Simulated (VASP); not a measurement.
# Cd2C in VASP: a series of runs

One sheet, Cd2C, is run at these levels: PBE; tasks: single point.

Program: VASP 6.6.1. These are calculated values, not measurements. Logs are shortened: lines on timing, memory, paths and dates and some standing lists are left out, and cuts for length are marked.

**1. Starting point**

The cell holds a sheet with vacuum, 3 atoms: a = 4.238 Å, b = 4.238 Å, c = 23.800 Å, α = 90.00°, β = 90.00°, γ = 90.00°.

The cell was built by a generator and needn't be a form met in nature.

**2. Single point, PBE**

File INCAR:

```
SYSTEM = Cd2C
  PREC = Accurate
  ENCUT = 520
  EDIFF = 1E-7
  ISMEAR = 0
  SIGMA = 0.02
  LREAL = .FALSE.
  LASPH = .TRUE.
  NELM = 100
  ALGO = Fast
  ISIF = 2
  LWAVE = .FALSE.
  LCHARG = .TRUE.
  LDIPOL = .TRUE.
  IDIPOL = 3
  DIPOL = 0.5 0.5 0.294
  GGA = PE
  LELF = .TRUE.
  LVHAR = .TRUE.
  LVACPOTAV = .TRUE.
  NBANDS = 21
```

File KPOINTS:

```
regular mesh
0
G
  8 8 1
  0 0 0
```

File POSCAR:

```
Cd2C
1.0
    4.2381366070      0.0000000000      0.0000000000
    0.0000000000      4.2381366070      0.0000000000
    0.0000000000      0.0000000000     23.8000000000
Cd C
2 1
Direct
    0.5000000000      0.0000000000      0.2941176471
    0.0000000000      0.5000000000      0.2941176471
    0.0000000000      0.0000000000      0.2941176471
```

Potentials or basis: VASP PAW PBE potentials, release 64 (Cd, C).

Launch:

```sh
cat potpaw_PBE.64/Cd/POTCAR potpaw_PBE.64/C/POTCAR > POTCAR
mpirun -np 1 vasp_std > vasp.out
```

OUTCAR:

```text
SYSTEM = Cd2C
   PREC = Accurate
   ENCUT = 520
   EDIFF = 1E-7
   ISMEAR = 0
   LREAL = .FALSE.
   LASPH = .TRUE.
   NELM = 100
   ISIF = 2
   GGA = PE

 ion  position               nearest neighbor table
   1  0.500  0.000  0.294-   3 2.12   3 2.12   2 3.00   2 3.00   2 3.00   2 3.00
   2  0.000  0.500  0.294-   3 2.12   3 2.12   1 3.00   1 3.00   1 3.00   1 3.00
   3  0.000  0.000  0.294-   1 2.12   2 2.12   2 2.12   1 2.12

  LATTYP: Found a simple tetragonal cell.
 ALAT       =     4.2381366070
 C/A-ratio  =     5.6156755213

  Lattice vectors:

 A1 = (   4.2381366070,   0.0000000000,   0.0000000000)
 A2 = (   0.0000000000,   4.2381366070,   0.0000000000)
 A3 = (   0.0000000000,   0.0000000000,  23.8000000000)

Analysis of symmetry for initial positions (statically):
=====================================================================
 Subroutine PRICEL returns:
 Original cell was already a primitive cell.

 Routine SETGRP: Setting up the symmetry group for a
 simple tetragonal supercell.

 Subroutine GETGRP returns: Found 16 space group operations
 (whereof  8 operations were pure point group operations)
 out of a pool of 16 trial point group operations.

The static configuration has the point symmetry C_4v.
 The point group associated with its full space group is D_4h.

Analysis of symmetry for dynamics (positions and initial velocities):
=====================================================================
 Subroutine PRICEL returns:
 Original cell was already a primitive cell.

 Routine SETGRP: Setting up the symmetry group for a
 simple tetragonal supercell.

 Subroutine GETGRP returns: Found 16 space group operations
 (whereof  8 operations were pure point group operations)
 out of a pool of 16 trial point group operations.

The dynamic configuration has the point symmetry C_4v.
 The point group associated with its full space group is D_4h.

 Subroutine INISYM returns: Found 16 space group operations
 (whereof  8 operations are pure point group operations),
 and found     1 'primitive' translations

----------------------------------------------------------------------------------------

                                     Primitive cell

  volume of cell :     427.4909

  direct lattice vectors                    reciprocal lattice vectors
     4.238136607  0.000000000  0.000000000     0.235952753  0.000000000  0.000000000
     0.000000000  4.238136607  0.000000000     0.000000000  0.235952753  0.000000000
     0.000000000  0.000000000 23.800000000     0.000000000  0.000000000  0.042016807

  length of vectors
     4.238136607  4.238136607 23.800000000     0.235952753  0.235952753  0.042016807

  position of ions in fractional coordinates (direct lattice)
     0.500000000  0.000000000  0.294117647
     0.000000000  0.500000000  0.294117647
     0.000000000  0.000000000  0.294117647

  ion indices of the primitive-cell ions
   primitive index   ion index
                 1           1
                 2           2
                 3           3

----------------------------------------------------------------------------------------

 KPOINTS: regular mesh

Automatic generation of k-mesh.
 Grid dimensions read from file:
 generate k-points for:    8    8    1

 Generating k-lattice:

  Cartesian coordinates                     Fractional coordinates (reciprocal lattice)
     0.029494094  0.000000000  0.000000000     0.125000000  0.000000000  0.000000000
     0.000000000  0.029494094  0.000000000     0.000000000  0.125000000  0.000000000
     0.000000000  0.000000000  0.042016807     0.000000000  0.000000000  1.000000000

  Length of vectors
     0.029494094  0.029494094  0.042016807

  Shift w.r.t. Gamma in fractional coordinates (k-lattice)
     0.000000000  0.000000000  0.000000000

 Subroutine IBZKPT returns following result:
 ===========================================

 Found     15 irreducible k-points:

 Following reciprocal coordinates:
            Coordinates               Weight
  0.000000  0.000000  0.000000      1.000000
  0.125000  0.000000  0.000000      4.000000
  0.250000  0.000000  0.000000      4.000000
  0.375000  0.000000  0.000000      4.000000
  0.500000  0.000000  0.000000      2.000000
  0.125000  0.125000  0.000000      4.000000
  0.250000  0.125000  0.000000      8.000000
  0.375000  0.125000  0.000000      8.000000
  0.500000  0.125000  0.000000      4.000000
  0.250000  0.250000  0.000000      4.000000
  0.375000  0.250000  0.000000      8.000000
  0.500000  0.250000  0.000000      4.000000
  0.375000  0.375000  0.000000      4.000000
  0.500000  0.375000  0.000000      4.000000
  0.500000  0.500000  0.000000      1.000000
   k-points           NKPTS =     15   k-points in BZ     NKDIM =     15   number of bands    NBANDS=     21
   number of dos      NEDOS =    301   number of ions     NIONS =      3
   total plane-waves  NPLWV = 184320
   dimension x,y,z NGX =    32 NGY =   32 NGZ =  180
   dimension x,y,z NGXF=    64 NGYF=   64 NGZF=  360
   ions per type =               2   1
   NGX,Y,Z   is equivalent  to a cutoff of  12.55, 12.55, 12.57 a.u.
   NGXF,Y,Z  is equivalent  to a cutoff of  25.10, 25.10, 25.15 a.u.
 SYSTEM =  Cd2C
   PREC   = accura    normal or accurate (medium, high low for compatibility)
   ISTART =      0    job   : 0-new  1-cont  2-samecut
   ICHARG =      2    charge: 1-file 2-atom 10-const
   ISPIN  =      1    spin polarized calculation?
   LNONCOLLINEAR =      F non collinear calculations
   LSORBIT =      F    spin-orbit coupling
   LASPH  =      T    aspherical Exc in radial PAW
   ENCUT  =  520.0 eV  38.22 Ry    6.18 a.u.   7.88  7.88 44.25*2*pi/ulx,y,z
   NELM   =    100;   NELMIN=  2; NELMDL= -5     # of ELM steps
   EDIFF  = 0.1E-06   stopping-criterion for ELM
   LREAL  =      F    real-space projection
   EDIFFG = 0.1E-05   stopping-criterion for IOM
   NSW    =      0    number of steps for IOM
   IBRION =     -1    ionic relax: 0-MD 1-quasi-New 2-CG
   NFREE  =      0    steps in history (QN), initial steepest desc. (CG)
   ISIF   =      2    stress and relaxation
   ISYM   =      2    0-nonsym 1-usesym 2-fastsym
   POTIM  = 0.5000    time-step for ionic-motion
   TEBEG  =    0.0;   TEEND  =   0.0 temperature during run
   PSTRESS=    0.0 pullay stress
   NELECT =      28.0000    total number of electrons
   NUPDOWN=      -1.0000    fix difference up-down
   EMIN   =  10.00;   EMAX   =-10.00  energy-range for DOS
   EFERMI =   0.00;   METHOD = LEGACY
   ISMEAR =     0;   SIGMA  =   0.02  broadening in eV -4-tet -1-fermi 0-gaus
   EFERMI_NEDOS =   21; number of points for ismear=-14 and -15
   IALGO  =     68    algorithm
   IMIX   =      4    mixing-type and parameters
     AMIX     =   0.40;   BMIX     =  1.00
     AMIX_MAG =   1.60;   BMIX_MAG =  1.00
  volume/ion in A,a.u.               =     142.50       961.62
  Fermi-wavevector in a.u.,A,eV,Ry     =   0.659911  1.247051  5.925096  0.435482
  Thomas-Fermi vector in A             =   1.732194
   LORBIT       =      0    0 simple, 1 ext, 2 COOP (PROOUT), +10 PAW based schemes
   GGA     = PE    functional components
   LHFCALC =     F    Hartree Fock is set to
   AEXX    =    0.0000 exact exchange contribution
   IVDW    =     0    specifies the selected vdW correction
   LEPSILON=     F    determine dielectric tensor
   LRPA    =     F    only Hartree local field effects (RPA)
 non-spin polarized calculation
 RMM-DIIS sequential band-by-band and
 Gauss-broadening in eV      SIGMA  =   0.02
  energy-cutoff  :      520.00
  volume of cell :      427.49
 maximum number of plane-waves:     11564
 NGX is ok and might be reduce to    32
   NGX = 15   NGY = 15   NGZ = 89

 dipolmoment           0.000000      0.000000     -0.000031 electrons x Angstroem

 number of electron      28.0000014 magnetization

 dipolmoment           0.000000      0.000000      0.000000 electrons x Angstroem

 Free energy of the ion-electron system (eV)
  ---------------------------------------------------
  ext. energy  EPLUGINS =         0.00000000
  ---------------------------------------------------
  free energy    TOTEN  =        -6.90244776 eV

  energy without entropy =       -6.90244776  energy(sigma->0) =       -6.90244776

 E-fermi :  -3.1274     XC(G=0):  -1.9252

 val. band max:       -3.2333771193   @ k =   0.3750   0.3750   0.0000
 cond. band min:      -3.0295772455   @ k =   0.0000   0.0000   0.0000
 fundamental gap:      0.2037998737
 Fermi energy:        -3.1274135502

 k-point     1 :       0.0000    0.0000    0.0000
  band No.  band energies     occupation
      1     -16.0775      2.00000
      2     -13.0402      2.00000
      3     -12.6959      2.00000
      4     -12.2986      2.00000
      5     -12.2986      2.00000
      6     -11.9222      2.00000
[... 13 lines left out ...]
     20       1.1340      0.00000
     21       2.0849      0.00000

 k-point     2 :       0.1250    0.0000    0.0000
  band No.  band energies     occupation
      1     -15.9737      2.00000
      2     -12.9993      2.00000
      3     -12.6511      2.00000
      4     -12.2954      2.00000
      5     -12.2821      2.00000
      6     -12.0221      2.00000
[... 13 lines left out ...]
     20       1.2366      0.00000
     21       2.1768      0.00000

 k-point     3 :       0.2500    0.0000    0.0000
  band No.  band energies     occupation
      1     -15.6848      2.00000
      2     -12.8769      2.00000
      3     -12.5334      2.00000
      4     -12.3277      2.00000
      5     -12.2825      2.00000
      6     -12.2353      2.00000
[... 13 lines left out ...]
     20       1.5666      0.00000
     21       2.1963      0.00000

 k-point     4 :       0.3750    0.0000    0.0000
  band No.  band energies     occupation
      1     -15.3053      2.00000
      2     -12.7800      2.00000
      3     -12.6774      2.00000
      4     -12.3555      2.00000
      5     -12.2524      2.00000
      6     -12.1662      2.00000
[... 13 lines left out ...]
     20       2.2125      0.00000
     21       2.3552      0.00000

 k-point     5 :       0.5000    0.0000    0.0000
  band No.  band energies     occupation
      1     -15.0953      2.00000
      2     -13.0234      2.00000
      3     -12.4702      2.00000
      4     -12.3085      2.00000
      5     -12.2278      2.00000
      6     -12.2168      2.00000
[... 13 lines left out ...]
     20       2.3499      0.00000
     21       2.4429      0.00000

 k-point     6 :       0.1250    0.1250    0.0000
  band No.  band energies     occupation
      1     -15.8692      2.00000
      2     -12.9702      2.00000
      3     -12.6008      2.00000
      4     -12.3287      2.00000
      5     -12.2312      2.00000
      6     -12.1224      2.00000
[... 13 lines left out ...]
     20       1.3479      0.00000
     21       1.9253      0.00000

 k-point     7 :       0.2500    0.1250    0.0000
  band No.  band energies     occupation
      1     -15.5773      2.00000
      2     -12.8783      2.00000
      3     -12.4798      2.00000
      4     -12.4111      2.00000
      5     -12.3465      2.00000
      6     -12.1605      2.00000
[... 13 lines left out ...]
     20       1.6104      0.00000
     21       1.7990      0.00000
[... 75 lines left out ...]
      1     -14.8591      2.00000
      2     -13.0317      2.00000
      3     -12.7581      2.00000
      4     -12.4457      2.00000
      5     -12.2935      2.00000
      6     -12.2795      2.00000
[... 13 lines left out ...]
     20       2.5100      0.00000
     21       2.6402      0.00000

 k-point    12 :       0.5000    0.2500    0.0000
  band No.  band energies     occupation
      1     -14.6091      2.00000
      2     -13.2522      2.00000
      3     -12.6560      2.00000
      4     -12.4558      2.00000
      5     -12.4296      2.00000
      6     -12.3316      2.00000
[... 13 lines left out ...]
     20       2.9661      0.00000
     21       3.4459      0.00000

 k-point    13 :       0.3750    0.3750    0.0000
  band No.  band energies     occupation
      1     -14.3795      2.00000
      2     -13.2223      2.00000
      3     -12.8205      2.00000
      4     -12.5255      2.00000
      5     -12.3682      2.00000
      6     -12.3139      2.00000
[... 13 lines left out ...]
     20       3.0753      0.00000
     21       3.1959      0.00000

 k-point    14 :       0.5000    0.3750    0.0000
  band No.  band energies     occupation
      1     -14.0415      2.00000
      2     -13.3871      2.00000
      3     -12.8430      2.00000
      4     -12.5551      2.00000
      5     -12.4188      2.00000
      6     -12.3939      2.00000
[... 13 lines left out ...]
     20       3.2097      0.00000
     21       3.6478      0.00000

 k-point    15 :       0.5000    0.5000    0.0000
  band No.  band energies     occupation
      1     -13.4379      2.00000
      2     -13.4379      2.00000
      3     -13.2631      2.00000
      4     -12.5909      2.00000
      5     -12.4159      2.00000
      6     -12.4103      2.00000
[... 13 lines left out ...]
     20       2.8872      0.00000
     21       3.4802      0.00000

------------------------ aborting loop because EDIFF is reached ----------------------------------------

 vacuum level on the upper side and lower side of the slab       (xc-potential included)        -0.108        -0.103

  FORCE on cell =-STRESS in cart. coord.  units (eV):
  Direction    XX          YY          ZZ          XY          YZ          ZX
  --------------------------------------------------------------------------------------
  -------------------------------------------------------------------------------------
  Total        0.5424780      0.5424780     -0.0066860      0.0000000      0.0000000     -0.0000000
  in kB        2.0331334      2.0331334     -0.0250581      0.0000000      0.0000000     -0.0000000
  external PRESSURE =       1.3470696 kB  Pullay stress =       0.0000000 kB

 VOLUME and BASIS-vectors are now :
 -----------------------------------------------------------------------------
  energy-cutoff  :      520.00
  volume of cell :      427.49
      direct lattice vectors                 reciprocal lattice vectors
     4.238136607  0.000000000  0.000000000     0.235952753  0.000000000  0.000000000
     0.000000000  4.238136607  0.000000000     0.000000000  0.235952753  0.000000000
     0.000000000  0.000000000 23.800000000     0.000000000  0.000000000  0.042016807

 POSITION                                       TOTAL-FORCE (eV/Angst)
 -----------------------------------------------------------------------------------
      2.11907      0.00000      7.00000         0.000000     -0.000000      0.000000
      0.00000      2.11907      7.00000        -0.000000      0.000000     -0.000000
      0.00000      0.00000      7.00000        -0.000000     -0.000000      0.000000
 -----------------------------------------------------------------------------------
    total drift:                                0.000000      0.000000     -0.000111

  FREE ENERGIE OF THE ION-ELECTRON SYSTEM (eV)
  ---------------------------------------------------
  free  energy   TOTEN  =        -6.9024477608 eV

  energy  without entropy=       -6.9024477608  energy(sigma->0) =       -6.90244776

 vacuum level on the upper side and lower side of the slab         0.890         0.890
```

It took 97 s on 1 thread of Intel Xeon Platinum 8559C (Emerald Rapids), shared host; peak memory 0.47 GiB.

Results:

* Free energy: -6.9024 eV
* Band gap on the k mesh: 0.20 eV, indirect (least direct gap 0.22 eV)
* Ionisation potential of the upper face: 4.12 eV

Levels at points of the mesh, in eV from the valence-band top:
| k point | band 12 | band 13 | band 14 | band 15 | band 16 | band 17 |
| --- | --- | --- | --- | --- | --- | --- |
| (0.00, 0.00, 0.00) | -2.73 | -2.73 | -2.05 | 0.20 | 2.98 | 3.08 |
| (0.50, 0.00, 0.00) | -5.09 | -1.64 | -0.68 | 1.51 | 2.35 | 3.58 |
| (0.50, 0.50, 0.00) | -3.27 | -3.27 | -1.03 | 0.48 | 3.49 | 3.49 |

As with any semilocal functional, this PBE gap is likely too small.

**3. Single point, PBE**

This run uses another cell than the first one, of 141.99 Å³/atom, 0.996 times its volume.

File INCAR:

```
  PREC = Accurate
  ENCUT = 520
  EDIFF = 1E-6
  ISMEAR = 0
  SIGMA = 0.02
  LREAL = False
  LASPH = True
  NELM = 100
  ALGO = Fast
  ISIF = 2
  LWAVE = False
  LCHARG = False
  LDIPOL = True
  IDIPOL = 3
  DIPOL = 0.5 0.5 0.294
  GGA = PE
  NBANDS = 21
```

File KPOINTS:

```
regular mesh
0
Gamma
  8 8 1
```

File POSCAR:

```
Cd2C
1.0
    4.2305294683      0.0000000000      0.0000000000
    0.0000000000      4.2305294683      0.0000000000
    0.0000000000      0.0000000000     23.8000000000
Cd C
2 1
Direct
    0.5000000000      0.0000000000      0.2941176471
    0.0000000000      0.5000000000      0.2941176471
    0.0000000000      0.0000000000      0.2941176471
```

Potentials or basis: VASP PAW PBE potentials, release 64 (Cd, C).

Launch:

```sh
cat potpaw_PBE.64/Cd/POTCAR potpaw_PBE.64/C/POTCAR > POTCAR
mpirun -np 1 vasp_std > vasp.out
```

OUTCAR:

```text
PREC = Accurate
   ENCUT = 520
   EDIFF = 1E-6
   ISMEAR = 0
   LREAL = False
   LASPH = True
   NELM = 100
   ISIF = 2
   GGA = PE

 ion  position               nearest neighbor table
   1  0.500  0.000  0.294-   3 2.12   3 2.12   2 2.99   2 2.99   2 2.99   2 2.99
   2  0.000  0.500  0.294-   3 2.12   3 2.12   1 2.99   1 2.99   1 2.99   1 2.99
   3  0.000  0.000  0.294-   1 2.12   2 2.12   2 2.12   1 2.12

  LATTYP: Found a simple tetragonal cell.
 ALAT       =     4.2305294683
 C/A-ratio  =     5.6257733644

  Lattice vectors:
[... 552 lines left out ...]
  Direction    XX          YY          ZZ          XY          YZ          ZX
  --------------------------------------------------------------------------------------
  -------------------------------------------------------------------------------------
  Total        0.7724835      0.7724835     -0.0075279      0.0000000      0.0000000      0.0000000
  in kB        2.9055836      2.9055836     -0.0283152      0.0000000      0.0000000      0.0000000
  external PRESSURE =       1.9276174 kB  Pullay stress =       0.0000000 kB

 VOLUME and BASIS-vectors are now :
 -----------------------------------------------------------------------------
  energy-cutoff  :      520.00
  volume of cell :      425.96
      direct lattice vectors                 reciprocal lattice vectors
     4.230529468  0.000000000  0.000000000     0.236377032  0.000000000  0.000000000
     0.000000000  4.230529468  0.000000000     0.000000000  0.236377032  0.000000000
     0.000000000  0.000000000 23.800000000     0.000000000  0.000000000  0.042016807

 POSITION                                       TOTAL-FORCE (eV/Angst)
 -----------------------------------------------------------------------------------
      2.11526      0.00000      7.00000         0.000000     -0.000000      0.000000
      0.00000      2.11526      7.00000         0.000000      0.000000      0.000000
      0.00000      0.00000      7.00000         0.000000     -0.000000     -0.000000
 -----------------------------------------------------------------------------------
    total drift:                                0.000000      0.000000     -0.000099

  FREE ENERGIE OF THE ION-ELECTRON SYSTEM (eV)
  ---------------------------------------------------
  free  energy   TOTEN  =        -6.9000704774 eV

  energy  without entropy=       -6.9000704774  energy(sigma->0) =       -6.90007048

 vacuum level on the upper side and lower side of the slab         0.881         0.881
```

stdout:

```text
POSCAR found type information on POSCAR CdC
 POSCAR found :  2 types and       3 ions
 scaLAPACK will be used
 LDA part: xc-table for (Slater+PW92), standard interpolation
 POSCAR, INCAR and KPOINTS ok, starting setup
 FFT: planning ... GRIDC
 FFT: planning ... GRID_SOFT
 FFT: planning ... GRID
 WAVECAR not read
 entering main loop
```

Wall time 99 s (1 thread of Intel Xeon Platinum 8559C (Emerald Rapids), shared host); peak memory 0.48 GiB.

What came out:

```
Free energy            : -6.9001 eV
Band gap on the k mesh : 0.23 eV, direct
```

Levels at points of the mesh, in eV from the valence-band top:
```csv
k point,band 12,band 13,band 14,band 15,band 16,band 17
"(0.00, 0.00, 0.00)",-2.74,-2.74,-2.06,0.23,2.98,3.12
"(0.50, 0.00, 0.00)",-5.10,-1.64,-0.69,1.54,2.35,3.60
"(0.50, 0.50, 0.00)",-3.26,-3.26,-1.04,0.49,3.50,3.50
```
